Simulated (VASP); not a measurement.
All values below come from PBEsol GGA, VASP's PBE PAW potentials (set 64) (plane waves; VASP).

VASP ran on this input.

POSCAR:
```
PtSe2
1
    1.8780044069    -3.2527992986     0.0000000000
    1.8780044069     3.2527992986     0.0000000000
    0.0000000000     0.0000000000     4.8951426325
Pt Se
1 2
Direct
  0.0000000000   0.0000000000   0.0000000000
  0.3333330000   0.6666670000   0.2598331553
  0.6666670000   0.3333330000   0.7401668447
```

### INCAR
```
! general
SYSTEM  = PtSe2
PREC    = Accurate
ENCUT   = 500
LREAL   = .FALSE.
LASPH   = .TRUE.   ! aspherical one-centre terms

! electronic loop
EDIFF   = 1E-6
NELM    = 100
ALGO    = Normal
LMAXMIX = 6   ! l cut-off of mixed one-centre charges

! smearing
ISMEAR  = 1   ! Methfessel-Paxton
SIGMA   = 0.1   ! width (eV)

! functional
GGA     = PS   ! PBEsol

! ions
IBRION  = 2   ! conjugate gradients
NSW     = 40   ! most ionic steps
ISIF    = 3   ! ions, shape and volume
EDIFFG  = -0.02   ! ionic stop

! output
LWAVE   = .FALSE.
LCHARG  = .FALSE.
```

### KPOINTS
```
Automatic mesh
0
Gamma
9 9 6
0 0 0
```

POTCAR, in this order: Pt Se (PBE.64 set). Program: vasp_std.

Output

**OSZICAR**
```
       N       E                     dE             d eps       ncg     rms          rms(c)
DAV:   1     0.109515108194E+03    0.10952E+03   -0.99578E+03  1876   0.125E+03
DAV:   2    -0.119293545757E+02   -0.12144E+03   -0.11859E+03  2385   0.233E+02
DAV:   3    -0.167033312147E+02   -0.47740E+01   -0.47487E+01  2301   0.490E+01
DAV:   4    -0.167409595127E+02   -0.37628E-01   -0.37622E-01  2224   0.465E+00
DAV:   5    -0.167413162253E+02   -0.35671E-03   -0.35671E-03  2350   0.447E-01    0.130E+01
DAV:   6    -0.161477642743E+02    0.59355E+00   -0.53453E+00  1909   0.226E+01    0.779E+00
DAV:   7    -0.159336827285E+02    0.21408E+00   -0.99411E-01  1881   0.108E+01    0.379E+00
DAV:   8    -0.159084455239E+02    0.25237E-01   -0.74112E-02  2000   0.200E+00    0.872E-01
DAV:   9    -0.159045914369E+02    0.38541E-02   -0.10033E-02  2112   0.105E+00    0.202E-01
DAV:  10    -0.159046342136E+02   -0.42777E-04   -0.13418E-03  2070   0.276E-01    0.388E-02
DAV:  11    -0.159046327010E+02    0.15126E-05   -0.50807E-05  2364   0.720E-02    0.212E-02
DAV:  12    -0.159046328791E+02   -0.17813E-06   -0.55653E-06  1979   0.202E-02
   1 F= -.15904633E+02 E0= -.15904632E+02  d E =-.159046E+02
```

### OUTCAR
```
------------------------ aborting loop because EDIFF is reached ----------------------------------------
  FORCE on cell =-STRESS in cart. coord.  units (eV):
  Direction    XX          YY          ZZ          XY          YZ          ZX
  --------------------------------------------------------------------------------------
  Total        0.0336856      0.0336856     -0.0392829     -0.0000000      0.0000000      0.0000000
  in kB        0.9024128      0.9024129     -1.0523625     -0.0000000      0.0000000      0.0000000
  external PRESSURE =       0.2508211 kB  Pullay stress =       0.0000000 kB
  volume of cell :       59.81
      direct lattice vectors                 reciprocal lattice vectors
     1.878004407 -3.252799299  0.000000000     0.266240057 -0.153713757  0.000000000
     1.878004407  3.252799299  0.000000000     0.266240057  0.153713757  0.000000000
     0.000000000  0.000000000  4.895142632     0.000000000  0.000000000  0.204284139
 POSITION                                       TOTAL-FORCE (eV/Angst)
 -----------------------------------------------------------------------------------
      0.00000      0.00000      0.00000        -0.000000     -0.000000      0.000000
      1.87800      1.08427      1.27192        -0.000000      0.000000      0.013235
      1.87800     -1.08427      3.62322         0.000000     -0.000000     -0.013235
 -----------------------------------------------------------------------------------
    total drift:                               -0.000000      0.000000      0.000000
  FREE ENERGIE OF THE ION-ELECTRON SYSTEM (eV)
  ---------------------------------------------------
  free  energy   TOTEN  =       -15.9046328791 eV

  energy  without entropy=      -15.9046291965  energy(sigma->0) =      -15.90463165

 reached required accuracy - stopping structural energy minimisation
```
(Selected blocks of OUTCAR.)

Without a dispersion term in the relaxation, distances and binding between the weakly bound layers, chains or molecules are unreliable, and so is what depends on them.

The compound is PtSe2 in the 1T layered structure. It was relaxed first.
